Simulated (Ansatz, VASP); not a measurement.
## PtSe2 (Sudovikovite) in two plane-wave programs

Wanted: the spread between two codes on one cell, functional and k mesh. The cell is taken from a series of runs on this material, whose earlier steps may have relaxed, scaled, displaced or heated it; both programs get it as it stands.

Method: plane waves, with VASP 6.6.1 beside it; zone-centre phonons at PBE with D3(BJ), in Ansatz 0.2.0.

## Step 1: Starting point

The structure is trigonal, space group P-3m1 (No. 164). The conventional cell has a = 3.729 Å, b = 3.729 Å, c = 4.534 Å, α = 90.00°, β = 90.00°, γ = 120.00°. Se has 3 Pt at 2.50 Å nearest. Nearest to Pt lie 6 Se at 2.50 Å. Farther neighbours and most contacts between anions are not listed.

As a file:

```cif
data_structure
_symmetry_space_group_name_H-M 'P 1'
_symmetry_Int_Tables_number 1
_cell_length_a 3.7295
_cell_length_b 3.7295
_cell_length_c 4.5343
_cell_angle_alpha 90.000
_cell_angle_beta 90.000
_cell_angle_gamma 120.000
_cell_volume 54.62
loop_
_atom_site_label
_atom_site_type_symbol
_atom_site_fract_x
_atom_site_fract_y
_atom_site_fract_z
_atom_site_occupancy
Se1 Se 0.33333 0.66667 0.27904 1
Se2 Se 0.66667 0.33333 0.72096 1
Pt3 Pt 0.00000 0.00000 0.00000 1
```

## Step 2: VASP: zone-centre phonons, PBE with D3(BJ)

Second derivatives magnify differences that forces hide, and they need a tight electronic threshold.

Lines of VASP's logs that name or quote its potential files are left out, and so is its time.

INCAR reads:

```
SYSTEM = PtSe2
PREC = Accurate
ENCUT = 500
EDIFF = 1E-08
NELM = 120
ISMEAR = 1
SIGMA = 0.2
LREAL = .FALSE.
ALGO = Normal
GGA = PE
IVDW = 12
NBANDS = 17
LASPH = .TRUE.
LORBIT = 11
LWAVE = .FALSE.
LCHARG = .FALSE.
ISIF = 2
IBRION = 6
NFREE = 2
POTIM = 0.015
NSW = 1
GGA_COMPAT = .FALSE.
KPAR = 2
```

POSCAR reads:

```
PtSe2
1.0
    3.7294519794      0.0000000000      0.0000000000
   -1.8647259897      3.2298001563      0.0000000000
    0.0000000000      0.0000000000      4.5342820083
Se Pt
2 1
Direct
    0.3333333333      0.6666666667      0.2790368655
    0.6666666667      0.3333333333      0.7209631345
    0.0000000000      0.0000000000      0.0000000000
```

KPOINTS reads:

```
Automatic mesh
0
Gamma
15 15 10
0 0 0
```

Potentials, in the order of the species: Se and Pt (PBE family, release 64).

Started as:

```bash
$ mpirun -np 2 vasp_std
```

Numbers of over 12 decimals in the logs are rounded to 6 here.

The log of the run:

```text
[banner, memory and clock lines left out]
running    2 mpi-ranks, on    1 nodes
 distrk:  each k-point on    1 cores,    2 groups
 distr:  one band on    1 cores,    1 groups

 POSCAR found type information on POSCAR SePt
 POSCAR found :  2 types and       3 ions
 LDA part: xc-table for (Slater+PW92), standard interpolation
 POSCAR, INCAR and KPOINTS ok, starting setup
 FFT: planning ... GRIDC
 FFT: planning ... GRID_SOFT
 FFT: planning ... GRID
 WAVECAR not read
 entering main loop
       N       E                     dE             d eps       ncg     rms          rms(c)
DAV:   1     0.109315292823E+03    0.10932E+03   -0.10126E+04  8244   0.112E+03
DAV:   2    -0.100699843666E+02   -0.11939E+03   -0.11595E+03 10041   0.220E+02
DAV:   3    -0.146134169279E+02   -0.45434E+01   -0.45001E+01  9681   0.435E+01
DAV:   4    -0.146449267393E+02   -0.31510E-01   -0.31496E-01 10324   0.392E+00
DAV:   5    -0.146452022596E+02   -0.27552E-03   -0.27551E-03 10121   0.355E-01    0.131E+01
DAV:   6    -0.141522796102E+02    0.49292E+00   -0.41280E+00  8260   0.182E+01    0.818E+00
DAV:   7    -0.139864987035E+02    0.16578E+00   -0.74860E-01  8256   0.860E+00    0.415E+00
DAV:   8    -0.139709422481E+02    0.15556E-01   -0.45912E-02  9105   0.163E+00    0.774E-01
DAV:   9    -0.139690098092E+02    0.19324E-02   -0.66650E-03  9258   0.781E-01    0.164E-01
DAV:  10    -0.139691295905E+02   -0.11978E-03   -0.95711E-04  9595   0.208E-01    0.437E-02
DAV:  11    -0.139691309752E+02   -0.13847E-05   -0.44212E-05 10346   0.541E-02    0.256E-02
DAV:  12    -0.139691314723E+02   -0.49710E-06   -0.53716E-06  8962   0.182E-02    0.487E-03
DAV:  13    -0.139691315394E+02   -0.67142E-07   -0.86260E-07 10646   0.629E-03    0.162E-03
DAV:  14    -0.139691315324E+02    0.70925E-08   -0.69346E-08  9091   0.190E-03
   1 F= -.15572913E+02 E0= -.15573531E+02  d E =0.185427E-02
[... from here on, the cycles between the ionic steps are left out ...]
   2 F= -.15571969E+02 E0= -.15572575E+02  d E =0.181805E-02
   3 F= -.15571969E+02 E0= -.15572575E+02  d E =0.181805E-02
   4 F= -.15571722E+02 E0= -.15572334E+02  d E =0.183524E-02
   5 F= -.15571484E+02 E0= -.15572077E+02  d E =0.178040E-02
   6 F= -.15571022E+02 E0= -.15571640E+02  d E =0.185527E-02
   7 F= -.15571022E+02 E0= -.15571640E+02  d E =0.185527E-02
   8 F= -.15571075E+02 E0= -.15571694E+02  d E =0.185686E-02
 Finite differences progress:
  Degree of freedom:   4/  4
  Displacement:        1/  2
  Total:               7/  8
 bond charge predicted
       N       E                     dE             d eps       ncg     rms          rms(c)
DAV:   1    -0.139620462490E+02    0.52494E-02   -0.48747E+00  8108   0.114E+01    0.333E-01
DAV:   2    -0.139679571432E+02   -0.59109E-02   -0.59323E-02  9056   0.172E+00    0.201E-01
DAV:   3    -0.139675626324E+02    0.39451E-03   -0.12092E-03 10178   0.232E-01    0.145E-01
DAV:   4    -0.139673007839E+02    0.26185E-03   -0.15976E-03  8615   0.210E-01    0.303E-02
DAV:   5    -0.139673011834E+02   -0.39951E-06   -0.42169E-05  9155   0.484E-02    0.167E-02
DAV:   6    -0.139672963263E+02    0.48571E-05   -0.11737E-05  9018   0.227E-02    0.712E-03
DAV:   7    -0.139672957959E+02    0.53038E-06   -0.97720E-06  9692   0.167E-02    0.313E-03
DAV:   8    -0.139672956601E+02    0.13581E-06   -0.68094E-07  8581   0.489E-03    0.961E-04
DAV:   9    -0.139672956597E+02    0.39972E-09   -0.11331E-07 10204   0.186E-03    0.315E-04
DAV:  10    -0.139672956603E+02   -0.57912E-09   -0.92461E-09  4283   0.627E-04
   9 F= -.15571075E+02 E0= -.15571694E+02  d E =0.185686E-02
 Finite differences progress:
  Degree of freedom:   4/  4
  Displacement:        2/  2
  Total:               8/  8
```

OUTCAR, selected parts (step 2):

```text
ion  position               nearest neighbor table
   1  0.333  0.667  0.279-   3 2.50   3 2.50   3 2.50
   2  0.667  0.333  0.721-   3 2.50   3 2.50   3 2.50
   3  0.000  0.000  0.000-   1 2.50   2 2.50   1 2.50   2 2.50   2 2.50   1 2.50

  LATTYP: Found a hexagonal cell.
 ALAT       =     3.7294519794
 C/A-ratio  =     1.2158038321

 Subroutine GETGRP returns: Found 12 space group operations
 (whereof 12 operations were pure point group operations)

The static configuration has the point symmetry D_3d.

 Found    238 irreducible k-points:

   k-points           NKPTS =    238   k-points in BZ     NKDIM =    238   number of bands    NBANDS=     17

   dimension x,y,z NGX =    28 NGY =   28 NGZ =   36
   dimension x,y,z NGXF=    56 NGYF=   56 NGZF=   72

   ENCUT  =  500.0 eV  36.75 Ry    6.06 a.u.   6.80  6.80  8.27*2*pi/ulx,y,z

   NELECT =      22.0000    total number of electrons

 k-points in reciprocal lattice and weights: Automatic mesh
   0.00000000  0.00000000  0.00000000       0.000
   0.06666667 -0.00000000  0.00000000       0.003
   0.13333333 -0.00000000  0.00000000       0.003
   0.20000000 -0.00000000  0.00000000       0.003
   0.26666667 -0.00000000  0.00000000       0.003
   0.33333333  0.00000000  0.00000000       0.003
   0.40000000  0.00000000  0.00000000       0.003
   0.46666667  0.00000000  0.00000000       0.003
   0.06666667  0.06666667  0.00000000       0.003
[...]
0.33333333  0.26666667  0.50000000       0.005
   0.33333333  0.33333333  0.50000000       0.001

 Edisp (eV)   -1.60378

 average (electrostatic) potential at core
       1 -51.6038       2 -51.6349       3 -67.2942

 E-fermi :   7.8161

 k-point     1 :       0.0000    0.0000    0.0000
  band No.  band energies     occupation
    ...
      6       3.8614      2.00000
      7       3.8614      2.00000
      8       5.2652      2.00000
      9       6.7784      2.00000
     10       6.7784      2.00000
     11       8.5419     -0.00000
     12       8.5419     -0.00000
     13       8.7933     -0.00000
     14      10.9008     -0.00000
     15      12.3175      0.00000
    ...

 k-point     2 :       0.0667   -0.0000    0.0000
  band No.  band energies     occupation
    ...
      6       3.7962      2.00000
      7       3.8246      2.00000
      8       5.1473      2.00000
      9       6.4974      2.00000
     10       6.6395      2.00000
     11       7.9174      0.25281
     12       8.6881     -0.00000
     13       9.4301     -0.00000
     14      11.1524     -0.00000
     15      12.6121      0.00000
    ...

 k-point     3 :       0.1333   -0.0000    0.0000
  band No.  band energies     occupation
    ...
      7       3.7271      2.00000
      8       4.7792      2.00000
      9       6.0192      2.00000
     10       6.3085      2.00000
     11       7.3162      2.00232
     12       9.0380     -0.00000
     13       9.8470     -0.00000
     14      11.8346      0.00000
     15      13.3150      0.00000
     16      14.5375      0.00000
    ...

 Edisp (eV)   -1.60378

  Total       2.46000     2.46000     2.45170     0.00000     0.00000     0.00000
  in kB      72.16342    72.16342    71.91984     0.00000     0.00000     0.00000
  external pressure =       72.08 kB  Pullay stress =        0.00 kB

  energy-cutoff  :      500.00
  volume of cell :       54.62
      direct lattice vectors                 reciprocal lattice vectors
     3.729451979  0.000000000  0.000000000     0.268135910  0.154808340  0.000000000
    -1.864725990  3.229800156  0.000000000     0.000000000  0.309616680  0.000000000
     0.000000000  0.000000000  4.534282008     0.000000000  0.000000000  0.220542083

 POSITION                                       TOTAL-FORCE (eV/Angst)
 -----------------------------------------------------------------------------------
     -0.00000      2.15320      1.26523         0.000000     -0.000000     -0.112858
      1.86473      1.07660      3.26905        -0.000000      0.000000     -0.132283
      0.00000      0.00000     -0.01500        -0.000000     -0.000000      0.245141
 -----------------------------------------------------------------------------------
    total drift:                                0.000000      0.000000      0.000096

  FREE ENERGIE OF THE ION-ELECTRON SYSTEM (eV)
  ---------------------------------------------------
  free  energy   TOTEN  =       -15.5710747141 eV

  energy  without entropy=      -15.5729315704  energy(sigma->0) =      -15.57169367

 Eigenvectors and eigenvalues of the dynamical matrix
 ----------------------------------------------------

   1 f  =    6.863588 THz    43.125194 2PiTHz  228.944645 cm-1    28.385506 meV
             X         Y         Z           dx          dy          dz
     -0.000000  2.153200  1.265232    -0.525615   -0.000000    0.000000
      1.864726  1.076600  3.269050    -0.525615    0.000000   -0.000000
      0.000000  0.000000  0.000000     0.668923   -0.000000    0.000000

   2 f  =    6.863588 THz    43.125194 2PiTHz  228.944645 cm-1    28.385506 meV
             X         Y         Z           dx          dy          dz
     -0.000000  2.153200  1.265232     0.000000   -0.525615    0.000000
      1.864726  1.076600  3.269050     0.000000   -0.525615    0.000000
      0.000000  0.000000  0.000000    -0.000000    0.668923    0.000000

   3 f  =    6.842076 THz    42.990032 2PiTHz  228.227094 cm-1    28.296541 meV
             X         Y         Z           dx          dy          dz
     -0.000000  2.153200  1.265232     0.000000    0.000000    0.707107
      1.864726  1.076600  3.269050     0.000000   -0.000000   -0.707107
      0.000000  0.000000  0.000000    -0.000000   -0.000000    0.000000

   4 f  =    6.764466 THz    42.502396 2PiTHz  225.638314 cm-1    27.975573 meV
             X         Y         Z           dx          dy          dz
     -0.000000  2.153200  1.265232     0.000000    0.000000    0.525628
      1.864726  1.076600  3.269050     0.000000    0.000000    0.525628
      0.000000  0.000000  0.000000     0.000000    0.000000   -0.668902

   5 f  =    5.093736 THz    32.004885 2PiTHz  169.908732 cm-1    21.065988 meV
             X         Y         Z           dx          dy          dz
     -0.000000  2.153200  1.265232    -0.707107   -0.000003    0.000000
      1.864726  1.076600  3.269050     0.707107    0.000003   -0.000000
      0.000000  0.000000  0.000000     0.000000   -0.000000    0.000000

   6 f  =    5.093736 THz    32.004885 2PiTHz  169.908732 cm-1    21.065988 meV
             X         Y         Z           dx          dy          dz
     -0.000000  2.153200  1.265232    -0.000003    0.707107   -0.000000
      1.864726  1.076600  3.269050     0.000003   -0.707107    0.000000
      0.000000  0.000000  0.000000    -0.000000    0.000000    0.000000

   7 f/i=    0.000442 THz     0.002778 2PiTHz    0.014749 cm-1     0.001829 meV
             X         Y         Z           dx          dy          dz
     -0.000000  2.153200  1.265232     0.000000   -0.000000   -0.472985
      1.864726  1.076600  3.269050    -0.000000   -0.000000   -0.472985
      0.000000  0.000000  0.000000    -0.000000    0.000000   -0.743350

   8 f/i=    0.000643 THz     0.004041 2PiTHz    0.021453 cm-1     0.002660 meV
             X         Y         Z           dx          dy          dz
     -0.000000  2.153200  1.265232    -0.004684    0.472977    0.000000
      1.864726  1.076600  3.269050    -0.004684    0.472977    0.000000
      0.000000  0.000000  0.000000    -0.007362    0.743295    0.000000

   9 f/i=    0.000643 THz     0.004041 2PiTHz    0.021453 cm-1     0.002660 meV
             X         Y         Z           dx          dy          dz
     -0.000000  2.153200  1.265232     0.472977    0.004684   -0.000000
      1.864726  1.076600  3.269050     0.472977    0.004684    0.000000
      0.000000  0.000000  0.000000     0.743295    0.007362    0.000000

 ELASTIC MODULI CONTR FROM IONIC RELAXATION (kBar)
 Direction    XX          YY          ZZ          XY          YZ          ZX
 --------------------------------------------------------------------------------
 XX        -519.8969   -269.9365   -353.3915      0.0000    215.2182     -0.0000
 YY        -269.9365   -519.8969   -353.3915     -0.0000   -215.2182      0.0000
 ZZ        -353.3915   -353.3915   -316.2327      0.0000     -0.0000     -0.0000
 XY           0.0000     -0.0000      0.0000   -124.9802     -0.0000    215.2185
 YZ         215.2182   -215.2182     -0.0000     -0.0000   -370.6096      0.0000
 ZX          -0.0000      0.0000     -0.0000    215.2185      0.0000   -370.6108
 --------------------------------------------------------------------------------

 total charge
# of ion       s       p       d       tot
------------------------------------------
    1        1.490   2.235   0.088   3.813
    2        1.490   2.235   0.088   3.813
    3        0.695   0.712   8.073   9.480
--------------------------------------------------
tot          3.676   5.181   8.248  17.105

[... 3 further parts left out ...]
```

The last energy, forces, stress and levels in OUTCAR belong to the last displaced cell, not to the cell of POSCAR.

Levels, forces or a CONTCAR printed for this step are those of its last displaced cell, not of the structure at rest.

(Continued in part 2 of 2.)

[Lines on the potential files, build, host, timing and source positions are cut from VASP's logs without a mark.]

[Logs are printed without paths, hosts, clocks, repeated set-up lines and the standing remarks that a program may print on its own settings, such as how far it seeks lower states.]

[Hosts, paths, dates, database ids (printed as entryN), source tags and the programs' standing remarks are cut or masked in the printed files.]
